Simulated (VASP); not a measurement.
All values below come from PBE GGA, VASP's PBE PAW potentials (set 64) (plane waves; VASP).

Input for VASP

INCAR:
```
EDIFF = 1E-7   # SCF stop (eV)
LASPH = T   # aspherical one-centre terms
ALGO = Normal   # blocked Davidson
ISIF = 3   # ions, shape and volume
LWAVE = F
ENCUT = 530   # plane-wave cut-off (eV)
PREC = Accurate
NELM = 100
SIGMA = 0.1
ISMEAR = 1
LCHARG = F
GGA = PE   # PBE
LMAXMIX = 4
LREAL = F   # projection in real space or not
POTIM = 0.015   # step
NFREE = 2
SYSTEM = Ru
NSW = 1   # most ionic steps
IBRION = 6
```

File POSCAR:
```
Ru
1
    1.3595950304    -2.3548878277     0.0000000000
    1.3595950304     2.3548878277     0.0000000000
    0.0000000000     0.0000000000     4.2855853732
Ru
2
Direct
  0.3333330000   0.6666670000   0.2500000000
  0.6666670000   0.3333330000   0.7500000000
```

File KPOINTS:
```
Automatic mesh
0
Gamma
14 14 8
0 0 0
```

POTCAR, in this order: Ru_pv (PBE.64 set). Program: vasp_std.

The resulting files:

OSZICAR:
```
...
DAV:   3    -0.184588533729E+02    0.22792E-01   -0.92187E-02 21896   0.208E+00    0.274E-01
DAV:   4    -0.184587247055E+02    0.12867E-03   -0.28697E-03 18868   0.651E-01    0.146E-01
DAV:   5    -0.184587690075E+02   -0.44302E-04   -0.31030E-04 22440   0.148E-01    0.480E-02
DAV:   6    -0.184587588283E+02    0.10179E-04   -0.40822E-05 18680   0.613E-02    0.120E-02
DAV:   7    -0.184587592479E+02   -0.41962E-06   -0.16791E-06 23716   0.121E-02    0.160E-03
DAV:   8    -0.184587592286E+02    0.19301E-07   -0.25378E-08  9422   0.185E-03
   9 F= -.18458759E+02 E0= -.18458356E+02  d E =-.121065E-02
       N       E                     dE             d eps       ncg     rms          rms(c)
DAV:   1    -0.184913960175E+02   -0.32637E-01   -0.25773E+00 15512   0.142E+01    0.134E+00
DAV:   2    -0.184567516615E+02    0.34644E-01   -0.58242E-02 15680   0.245E+00    0.670E-01
DAV:   3    -0.184530617987E+02    0.36899E-02   -0.47707E-02 18670   0.160E+00    0.190E-01
DAV:   4    -0.184562898872E+02   -0.32281E-02   -0.35151E-03 19360   0.595E-01    0.592E-02
DAV:   5    -0.184585322766E+02   -0.22424E-02   -0.67188E-04 20018   0.186E-01    0.210E-02
DAV:   6    -0.184586921660E+02   -0.15989E-03   -0.18720E-05 17756   0.442E-02    0.589E-03
DAV:   7    -0.184587071916E+02   -0.15026E-04   -0.50790E-07 18160   0.545E-03    0.846E-04
DAV:   8    -0.184587086062E+02   -0.14146E-05   -0.15580E-08  8062   0.131E-03    0.360E-04
DAV:   9    -0.184587082640E+02    0.34214E-06   -0.30612E-09  7856   0.478E-04    0.808E-05
DAV:  10    -0.184587081158E+02    0.14827E-06   -0.10184E-09  7798   0.224E-04    0.312E-05
DAV:  11    -0.184587081146E+02    0.11378E-08   -0.45864E-10  7776   0.137E-04
  10 F= -.18458708E+02 E0= -.18458235E+02  d E =-.141891E-02
       N       E                     dE             d eps       ncg     rms          rms(c)
DAV:   1    -0.185897668875E+02   -0.13106E+00   -0.30186E+00 15896   0.141E+01    0.228E+00
DAV:   2    -0.184827812323E+02    0.10699E+00   -0.13083E-01 15982   0.348E+00    0.991E-01
DAV:   3    -0.184585115544E+02    0.24270E-01   -0.82374E-02 18892   0.218E+00    0.227E-01
DAV:   4    -0.184586484989E+02   -0.13694E-03   -0.23399E-03 16714   0.595E-01    0.149E-01
DAV:   5    -0.184587107516E+02   -0.62253E-04   -0.20108E-04 21656   0.114E-01    0.576E-02
DAV:   6    -0.184587079102E+02    0.28414E-05   -0.33489E-05 15842   0.760E-02    0.374E-03
DAV:   7    -0.184587080588E+02   -0.14862E-06   -0.13419E-06 17168   0.142E-02    0.210E-03
DAV:   8    -0.184587080986E+02   -0.39845E-07   -0.35555E-08  8028   0.199E-03
  11 F= -.18458708E+02 E0= -.18458235E+02  d E =-.141888E-02
       N       E                     dE             d eps       ncg     rms          rms(c)
DAV:   1    -0.185346716265E+02   -0.75964E-01   -0.21465E+00 15860   0.119E+01    0.135E+00
DAV:   2    -0.184850511238E+02    0.49621E-01   -0.53513E-02 16010   0.236E+00    0.672E-01
DAV:   3    -0.184618034954E+02    0.23248E-01   -0.42855E-02 18798   0.159E+00    0.194E-01
DAV:   4    -0.184594372310E+02    0.23663E-02   -0.34315E-03 18874   0.594E-01    0.523E-02
DAV:   5    -0.184587235651E+02    0.71367E-03   -0.48185E-04 20070   0.171E-01    0.128E-02
DAV:   6    -0.184587062973E+02    0.17268E-04   -0.13160E-05 17592   0.380E-02    0.352E-03
DAV:   7    -0.184587083786E+02   -0.20814E-05   -0.26928E-07 13450   0.395E-03    0.597E-04
DAV:   8    -0.184587085853E+02   -0.20669E-06   -0.18078E-08  7952   0.113E-03    0.247E-04
DAV:   9    -0.184587089055E+02   -0.32017E-06   -0.59687E-09  7802   0.539E-04    0.570E-05
DAV:  10    -0.184587088933E+02    0.12234E-07   -0.27205E-09  7776   0.300E-04
  12 F= -.18458709E+02 E0= -.18458235E+02  d E =-.142204E-02
       N       E                     dE             d eps       ncg     rms          rms(c)
DAV:   1    -0.185896279025E+02   -0.13092E+00   -0.30490E+00 16040   0.142E+01    0.228E+00
DAV:   2    -0.184828130126E+02    0.10681E+00   -0.13080E-01 16076   0.350E+00    0.993E-01
DAV:   3    -0.184585253429E+02    0.24288E-01   -0.83601E-02 19012   0.219E+00    0.233E-01
DAV:   4    -0.184586518309E+02   -0.12649E-03   -0.22867E-03 16704   0.589E-01    0.160E-01
DAV:   5    -0.184587103570E+02   -0.58526E-04   -0.18083E-04 20692   0.122E-01    0.592E-02
DAV:   6    -0.184587086431E+02    0.17139E-05   -0.34625E-05 15982   0.784E-02    0.497E-03
DAV:   7    -0.184587088437E+02   -0.20057E-06   -0.15151E-06 17402   0.158E-02    0.242E-03
DAV:   8    -0.184587088977E+02   -0.54007E-07   -0.49599E-08  8062   0.228E-03
  13 F= -.18458709E+02 E0= -.18458235E+02  d E =-.142201E-02
       N       E                     dE             d eps       ncg     rms          rms(c)
DAV:   1    -0.184786335845E+02   -0.19925E-01   -0.25936E+00 18758   0.258E+01    0.743E-01
DAV:   2    -0.184730593431E+02    0.55742E-02   -0.14267E-01 18150   0.448E+00    0.460E-01
DAV:   3    -0.184616662272E+02    0.11393E-01   -0.29167E-02 20844   0.142E+00    0.650E-02
DAV:   4    -0.184617937125E+02   -0.12749E-03   -0.17750E-03 23776   0.361E-01    0.262E-02
DAV:   5    -0.184618049024E+02   -0.11190E-04   -0.33108E-05 21220   0.689E-02    0.744E-03
DAV:   6    -0.184618054802E+02   -0.57781E-06   -0.11993E-06 21414   0.124E-02    0.137E-03
DAV:   7    -0.184618054269E+02    0.53315E-07   -0.43996E-08  9720   0.364E-03
  14 F= -.18461805E+02 E0= -.18461367E+02  d E =-.131499E-02
       N       E                     dE             d eps       ncg     rms          rms(c)
DAV:   1    -0.184439695910E+02    0.17836E-01   -0.37658E+00 22476   0.353E+01    0.198E-01
DAV:   2    -0.184620549670E+02   -0.18085E-01   -0.19313E-01 18038   0.478E+00    0.102E-01
DAV:   3    -0.184618623904E+02    0.19258E-03   -0.19223E-03 21182   0.526E-01    0.386E-02
DAV:   4    -0.184618124259E+02    0.49965E-04   -0.16112E-04 18544   0.173E-01    0.145E-02
DAV:   5    -0.184618053444E+02    0.70814E-05   -0.24152E-05 18978   0.726E-02    0.166E-03
DAV:   6    -0.184618054244E+02   -0.79992E-07   -0.13831E-06 19490   0.132E-02    0.948E-04
DAV:   7    -0.184618054285E+02   -0.41000E-08   -0.50587E-08  9824   0.256E-03
  15 F= -.18461805E+02 E0= -.18461367E+02  d E =-.131497E-02
       N       E                     dE             d eps       ncg     rms          rms(c)
DAV:   1    -0.184456877306E+02    0.16118E-01   -0.31546E+00  7578   0.334E+01    0.135E-01
DAV:   2    -0.184612825864E+02   -0.15595E-01   -0.16079E-01  6048   0.461E+00    0.849E-02
DAV:   3    -0.184611902600E+02    0.92326E-04   -0.15068E-03  7378   0.371E-01    0.560E-02
DAV:   4    -0.184610208351E+02    0.16942E-03   -0.32015E-04  6116   0.241E-01    0.107E-02
DAV:   5    -0.184610047270E+02    0.16108E-04   -0.29187E-05  6212   0.638E-02    0.597E-03
DAV:   6    -0.184610004255E+02    0.43015E-05   -0.36188E-06  6408   0.187E-02    0.190E-03
DAV:   7    -0.184609995228E+02    0.90271E-06   -0.39962E-07  6240   0.642E-03    0.459E-04
DAV:   8    -0.184609994359E+02    0.86884E-07   -0.36444E-08  3054   0.154E-03
  16 F= -.18460999E+02 E0= -.18460530E+02  d E =-.140783E-02
       N       E                     dE             d eps       ncg     rms          rms(c)
DAV:   1    -0.184344411276E+02    0.26558E-01   -0.54679E+00  7476   0.435E+01    0.204E-01
DAV:   2    -0.184613658331E+02   -0.26925E-01   -0.27690E-01  6050   0.577E+00    0.130E-01
DAV:   3    -0.184611936333E+02    0.17220E-03   -0.25322E-03  7220   0.462E-01    0.795E-02
DAV:   4    -0.184610125304E+02    0.18110E-03   -0.49354E-04  6118   0.281E-01    0.168E-02
DAV:   5    -0.184610017511E+02    0.10779E-04   -0.42294E-05  6342   0.766E-02    0.907E-03
DAV:   6    -0.184609993878E+02    0.23632E-05   -0.59033E-06  6386   0.308E-02    0.301E-03
DAV:   7    -0.184609992730E+02    0.11478E-06   -0.70387E-07  6562   0.101E-02    0.646E-04
DAV:   8    -0.184609992789E+02   -0.58644E-08   -0.43939E-08  3086   0.192E-03
  17 F= -.18460999E+02 E0= -.18460530E+02  d E =-.140785E-02
```

OUTCAR:
```
------------------------ aborting loop because EDIFF is reached ----------------------------------------
  FORCE on cell =-STRESS in cart. coord.  units (eV):
  Direction    XX          YY          ZZ          XY          YZ          ZX
  --------------------------------------------------------------------------------------
  Total        0.1682686      0.1682686      0.1869597     -0.0000000      0.0000000      0.0000000
  in kB        9.8241223      9.8241236     10.9153766     -0.0000000      0.0000000      0.0000000
  external PRESSURE =      10.1878741 kB  Pullay stress =       0.0000000 kB
  volume of cell :       27.44
      direct lattice vectors                 reciprocal lattice vectors
     1.359595030 -2.354887828  0.000000000     0.367756566 -0.212324338  0.000000000
     1.359595030  2.354887828  0.000000000     0.367756566  0.212324338  0.000000000
     0.000000000  0.000000000  4.285585373     0.000000000  0.000000000  0.233340352
 POSITION                                       TOTAL-FORCE (eV/Angst)
 -----------------------------------------------------------------------------------
      1.35960      0.78496      1.05640        -0.000000     -0.000000      0.186058
      1.35960     -0.78496      3.21419         0.000000      0.000000     -0.186058
 -----------------------------------------------------------------------------------
    total drift:                                0.000000      0.000367     -0.000361
  FREE ENERGIE OF THE ION-ELECTRON SYSTEM (eV)
  ---------------------------------------------------
  free  energy   TOTEN  =       -18.4609992789 eV

  energy  without entropy=      -18.4595914304  energy(sigma->0) =      -18.46053000

   1 f  =    7.745764 THz    48.668070 2PiTHz  258.370873 cm-1    32.033891 meV
             X         Y         Z           dx          dy          dz
      1.359595  0.784964  1.071396    -0.000000    0.000000    0.707107
      1.359595 -0.784964  3.214189     0.000000    0.000000   -0.707107

   2 f  =    5.047984 THz    31.717418 2PiTHz  168.382617 cm-1    20.876774 meV
             X         Y         Z           dx          dy          dz
      1.359595  0.784964  1.071396    -0.000000    0.707107    0.000000
      1.359595 -0.784964  3.214189     0.000000   -0.707107    0.000000

   3 f  =    5.047984 THz    31.717416 2PiTHz  168.382605 cm-1    20.876773 meV
             X         Y         Z           dx          dy          dz
      1.359595  0.784964  1.071396     0.707107    0.000000    0.000000
      1.359595 -0.784964  3.214189    -0.707107   -0.000000    0.000000

   4 f  =    0.000000 THz     0.000000 2PiTHz    0.000000 cm-1     0.000000 meV
             X         Y         Z           dx          dy          dz
      1.359595  0.784964  1.071396     0.707107    0.000000    0.000000
      1.359595 -0.784964  3.214189     0.707107    0.000000    0.000000

   5 f  =    0.000000 THz     0.000000 2PiTHz    0.000000 cm-1     0.000000 meV
             X         Y         Z           dx          dy          dz
      1.359595  0.784964  1.071396    -0.000000    0.000000    0.707107
      1.359595 -0.784964  3.214189     0.000000    0.000000    0.707107

   6 f/i=    0.000000 THz     0.000000 2PiTHz    0.000000 cm-1     0.000000 meV
             X         Y         Z           dx          dy          dz
      1.359595  0.784964  1.071396    -0.000000   -0.707107    0.000000
      1.359595 -0.784964  3.214189     0.000000   -0.707107    0.000000

 ELASTIC MODULI CONTR FROM IONIC RELAXATION (kBar)
 Direction    XX          YY          ZZ          XY          YZ          ZX
 --------------------------------------------------------------------------------
 XX        -240.7175    240.7175     -0.0000      0.0000      0.0000      0.0000
 YY         240.7175   -240.7176      0.0000     -0.0000      0.0000      0.0000
 ZZ          -0.0000      0.0000     -0.0000      0.0000      0.0000      0.0000
 XY           0.0000     -0.0000      0.0000   -240.7175      0.0000      0.0000
 YZ           0.0000      0.0000      0.0000      0.0000      0.0000      0.0000
 ZX           0.0000      0.0000      0.0000      0.0000      0.0000      0.0000
 --------------------------------------------------------------------------------

 TOTAL ELASTIC MODULI (kBar)
 Direction    XX          YY          ZZ          XY          YZ          ZX
 --------------------------------------------------------------------------------
 XX        5450.8418   2143.8844   1707.5527      0.0000      0.0000      0.0000
 YY        2143.8844   5450.8433   1707.5530     -0.0000      0.0000     -0.0000
 ZZ        1707.5527   1707.5530   6546.8506      0.0000      0.0000      0.0000
 XY           0.0000     -0.0000      0.0000   1653.4791      0.0000      0.0000
 YZ           0.0000      0.0000      0.0000     -0.0000   1911.1345      0.0000
 ZX           0.0000      0.0000      0.0000     -0.0000      0.0000   1911.1342
 --------------------------------------------------------------------------------
```
(Selected blocks of OUTCAR.)

Finite-difference elastic constants of metals are sensitive to mesh and smearing; shear constants can be off by tens of GPa.

The compound is Ru in the hcp structure. It was relaxed first.
